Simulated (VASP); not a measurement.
Energy against volume of SrTiO3 (cubic perovskite). Level of theory: PBE GGA with D4 dispersion, VASP's PBE PAW potentials (set 64) (plane waves; VASP 6.6.1). Run with 520 eV cut-off, 6×6×6 Γ-centred mesh, Gaussian smearing of 0.050 eV, potentials Sr_sv Ti_sv O.

```
V (Å³/atom)  E (eV/atom)
-----------  -----------
11.328          -8.18469
11.689          -8.20525
12.051          -8.21188
12.412          -8.20670
```

Task: Fit these four points and predict the energy of the run at 12.774 Å³/atom.

Result: A cubic in V^(−2/3), the third-order Birch-Murnaghan form, passes through the four points with V0 = 12.06 Å³/atom and B0 = 173 GPa, and gives -8.1915 eV/atom there. The run gave -8.1914 eV/atom, +0.1 meV/atom from the fit; all five points give B0 = 174 GPa.

The compound is SrTiO3 in the cubic perovskite structure, the ideal cubic form; the compound distorts at low or room temperature. It was relaxed first.
